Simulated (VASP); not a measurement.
Given:

```yaml
crystal:
  lattice:
    - [4.57610, 0.00000, 0.00000]
    - [0.00000, 4.57610, 0.00000]
    - [0.00000, 0.00000, 3.14642]
  atoms:
    - { symbol: Sn, position: [0.00000, 0.00000, 0.00000] }
    - { symbol: Sn, position: [0.50000, 0.50000, 0.50000] }
    - { symbol: O, position: [0.30522, 0.30522, 0.00000] }
    - { symbol: O, position: [0.80522, 0.19478, 0.50000] }
    - { symbol: O, position: [0.19478, 0.80522, 0.50000] }
    - { symbol: O, position: [0.69478, 0.69478, 0.00000] }
```

All values below come from LDA (Ceperley-Alder, Perdew-Zunger), VASP's LDA PAW potentials (set 64) (plane waves; VASP). Run with 620 eV cut-off, 5×5×7 Γ-centred mesh, Gaussian smearing of 0.050 eV, potentials Sn_d O.

Unless said otherwise, spin-orbit coupling is left out, though it shifts the bands of the heavy elements here.

Task: What does the run give for the energy per atom (σ→0), pressure, band gap (on the k-mesh) with the smallest direct gap where there is one?

Result: 
```
Property                                      Value
-----------------------------------  --------------
band gap (on the k-mesh)                    2.09 eV
smallest direct gap (on the k-mesh)         2.09 eV
energy per atom (σ→0)                -6.993 eV/atom
pressure                                  20.09 GPa
```

The compound is SnO2 in the rutile structure. It was relaxed first under an external pressure of 20 GPa.
